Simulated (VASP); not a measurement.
Ge (relaxed from the black-P structure, space group Cmce): computed properties

These are r2SCAN meta-GGA, VASP's PBE PAW potentials (set 64) (plane waves; VASP 6.6.1) values and carry that method's errors.

```json
{
 "space_group": "Cmce (64)",
 "cell": "a = 5.082 Å, b = 8.077 Å, c = 3.950 Å, α = β = γ = 90.00°",
 "volume_per_atom": "20.26 Å³/atom",
 "band gap (over mesh and band path)": "none (metal, semimetal or under 0.01 eV)",
 "band_gap_with_spin_orbit_coupling": "none (metallic)",
 "density": "5.95 g/cm³"
}
```

```yaml
crystal:
  lattice:
    - [2.54101, -4.03854, 0.00000]
    - [2.54101, 4.03854, 0.00000]
    - [0.00000, 0.00000, 3.94953]
  atoms:
    - { symbol: Ge, position: [0.35262, 0.64738, 0.65404] }
    - { symbol: Ge, position: [0.64738, 0.35262, 0.34596] }
    - { symbol: Ge, position: [0.85262, 0.14738, 0.84596] }
    - { symbol: Ge, position: [0.14738, 0.85262, 0.15404] }
```

The structure was generated: Ge was put into the black-P type (Cmce), which need not be its known phase. It was relaxed first, which changed the volume by -15 %. Symmetry was kept, so distortions that lower it aren't found.
